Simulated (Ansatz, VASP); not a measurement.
**H3C2N (liquid acetonitrile at 298 K): VASP beside Ansatz**

Wanted: the spread between two codes on one cell, functional and k mesh. The cell is taken from a series of runs on this material, whose earlier steps may have relaxed, scaled, displaced or heated it; both programs get it as it stands.

Calculated with Ansatz 0.2.0; plane waves, with VASP 6.6.1 beside it; single point at PBE with D3(BJ).

## Step 1: Starting point

The cell holds 186 atoms: 62 C, 31 N and 93 H. Cell: a = 13.929 Å, b = 13.929 Å, c = 13.929 Å, α = 90.0°, β = 90.0°, γ = 90.0°. As first built, before any earlier steps moved the atoms (in the runner's words): 31 acetonitrile placed at random, at 0.782 g/cm^3; overlaps pushed apart, then 10 ps at 398 K with MMFF94 bonds, angles, torsions, charges and radii (Halgren, J. Comput. Chem. 17, 490 (1996)) in harmonic and 12-6 forms. Snapshot after 20 ps at 298 K and fixed volume. The density is a measured one.

## Step 2: VASP: single point, PBE with D3(BJ)

A single point gives forces, pressure and levels at one fixed geometry, so differences don't come from the geometry; what else differs is listed under the comparison.

Lines of VASP's logs that name or quote its potential files are left out, and so is its time.

INCAR reads:

```
SYSTEM = H3C2N
PREC = Accurate
ENCUT = 600
EDIFF = 1E-06
NELM = 120
ISMEAR = 0
SIGMA = 0.01
LREAL = Auto
ALGO = Normal
GGA = PE
IVDW = 12
NBANDS = 378
LORBIT = 11
LWAVE = .FALSE.
LCHARG = .FALSE.
ISIF = 2
LASPH = .TRUE.
GGA_COMPAT = .FALSE.
EFERMI = MIDGAP
```

POSCAR reads:

```
H3C2N
1.0
   13.9288800000      0.0000000000      0.0000000000
    0.0000000000     13.9288800000      0.0000000000
    0.0000000000      0.0000000000     13.9288800000
C N H
62 31 93
Direct
    0.5836700000      0.7368000000      0.6375800000
    0.5957400000      0.7876500000      0.7309000000
    0.5497700000      0.3718500000      0.6412500000
    0.4534800000      0.3713200000      0.6770100000
    0.2684400000      0.1282300000      0.7231200000
    0.3431800000      0.1236700000      0.7990400000
    0.0832100000      0.6672800000      0.8778600000
    0.1676400000      0.6881600000      0.8201500000
    0.2362600000      0.1242800000      0.0705200000
    0.1778800000      0.1141200000      0.9809400000
    0.3841200000      0.8713800000      0.1854400000
    0.4340800000      0.7905600000      0.1463800000
    0.8418900000      0.5598600000      0.7883900000
    0.8811500000      0.5075900000      0.8677300000
    0.9230400000      0.6462000000      0.4999600000
    0.9512400000      0.7348300000      0.4493900000
    0.2363900000      0.7497400000      0.5064700000
    0.2102300000      0.6615100000      0.4587900000
    0.7709000000      0.2998900000      0.5254800000
    0.7609400000      0.4011700000      0.5190400000
    0.0829800000      0.0183200000      0.4925800000
    0.9851600000      0.0209300000      0.5321600000
    0.9650500000      0.2219700000      0.7554500000
    0.0335800000      0.2193700000      0.6762300000
    0.5684600000      0.3251000000      0.9086400000
    0.5384500000      0.3762700000      0.9955400000
    0.9732100000      0.9213300000      0.8752600000
    0.9952700000      0.8688600000      0.7878800000
    0.4509600000      0.9944100000      0.4735900000
    0.3660300000      0.9724200000      0.4158900000
[... 150 atom lines left out ...]
    0.5882400000      0.1161800000      0.0084700000
    0.5688900000      0.0179000000      0.0880000000
    0.5496800000      0.0066500000      0.9539500000
    0.5755900000      0.0187100000      0.7837000000
    0.6507700000      0.0017100000      0.6819500000
    0.5347400000      0.0642800000      0.6662600000
```

KPOINTS reads:

```
Automatic mesh
0
Gamma
1 1 1
0 0 0
```

The projector-augmented-wave data sets are C, N and H (PBE family, release 64).

On the command line:

```
$ export OMP_NUM_THREADS=3
$ mpirun -np 1 vasp_gam
```

Numbers of over 12 decimals in the logs are rounded to 6 here.

The program printed:

```text
[banner, memory and clock lines left out]
running    1 mpi-ranks, on    1 nodes
[...]
Offloading initialized ...    1 GPUs detected
[...]
LDA part: xc-table for (Slater+PW92), standard interpolation
 POSCAR, INCAR and KPOINTS ok, starting setup
[...]
entering main loop
       N       E                     dE             d eps       ncg     rms          rms(c)
DAV:   1     0.399431303282E+04    0.39943E+04   -0.25656E+05   756   0.130E+03
DAV:   2    -0.670546132999E+03   -0.46649E+04   -0.44500E+04   974   0.287E+02
DAV:   3    -0.124036110238E+04   -0.56981E+03   -0.56481E+03   960   0.103E+02
DAV:   4    -0.125681013477E+04   -0.16449E+02   -0.16365E+02   928   0.206E+01
[...]
DAV:  19    -0.113826198051E+04    0.67064E-05   -0.13411E-05   888   0.880E-03    0.411E-03
DAV:  20    -0.113826197771E+04    0.27914E-05   -0.27953E-06   704   0.465E-03    0.170E-03
DAV:  21    -0.113826197690E+04    0.81035E-06   -0.92078E-07   632   0.293E-03
   1 F= -.11465113E+04 E0= -.11465113E+04  d E =0.000000E+00
```

OUTCAR, selected parts (step 2):

```text
  FREE ENERGIE OF THE ION-ELECTRON SYSTEM (eV)
  ---------------------------------------------------
  free  energy   TOTEN  =     -1146.5112667730 eV

  energy  without entropy=    -1146.5112667730  energy(sigma->0) =    -1146.51126677
```

The run ends at a pressure of 0.35 GPa, with forces up to 5.1 eV/Å.

[end of part 1 of 2]

[Lines on the potential files, build, host, timing and source positions are cut from VASP's logs without a mark.]

[Logs are printed without paths, hosts, clocks, repeated set-up lines and the standing remarks that a program may print on its own settings, such as how far it seeks lower states.]

[Hosts, paths, dates, database ids (printed as entryN), source tags and the programs' standing remarks are cut or masked in the printed files.]

[The MMFF94 radii named for the starting cell were scaled by 0.96; in molecules described by MMFF94, hydrogen bound to N, O or S took a small fixed 12-6 site in their place.]
